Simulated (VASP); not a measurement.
Given:

```
AlFe
1.0
    2.91000     0.00000     0.00000
    0.00000     2.91000     0.00000
    0.00000     0.00000     2.91000
Al Fe
1 1
Cartesian
  1.45500   1.45500   1.45500
  0.00000   0.00000   0.00000
```

Method: PBEsol GGA, VASP's PBE PAW potentials (set 64) (plane waves; VASP). Settings: 480 eV cut-off, 11×11×11 Γ-centred mesh, first-order Methfessel-Paxton smearing of 0.10 eV, potentials Al Fe.

Energy and stress use the plane-wave basis of the starting cell.

Task: The ions, cell shape and volume are relaxed. Predict the relaxed structure.

Result: 
```
AlFe
1.0
    2.84153     0.00000     0.00000
    0.00000     2.84153     0.00000
    0.00000     0.00000     2.84153
Al Fe
1 1
Direct
  0.50000   0.50000   0.50000
  0.00000   0.00000   0.00000
```
Space group Pm-3m (221), at a tolerance of 0.03 Å.

Task: How do energy and volume change from the first to the last step?

Result: The energy (σ→0) changes by -34.4 meV/atom and the volume by -6.9 %, in 3 ionic steps.

```json
[
 {"step": "1", "E(σ→0) (eV)": "-13.6318", "max force (eV/Å)": "0.000", "pressure (GPa)": "-12.04", "volume (Å³)": "24.64"},
 {"step": "2", "E(σ→0) (eV)": "-13.6389", "max force (eV/Å)": "0.000", "pressure (GPa)": "14.48", "volume (Å³)": "21.49"},
 {"step": "3", "E(σ→0) (eV)": "-13.7005", "max force (eV/Å)": "0.000", "pressure (GPa)": "-0.14", "volume (Å³)": "22.94"}
]
```

The compound is FeAl in the CsCl type structure. This run relaxes it. Symmetry was kept, so distortions that lower it aren't found. The run is not spin-polarised, so no magnetic state was tried. The electron count is odd and the run is not spin-polarised, which forces a metal.
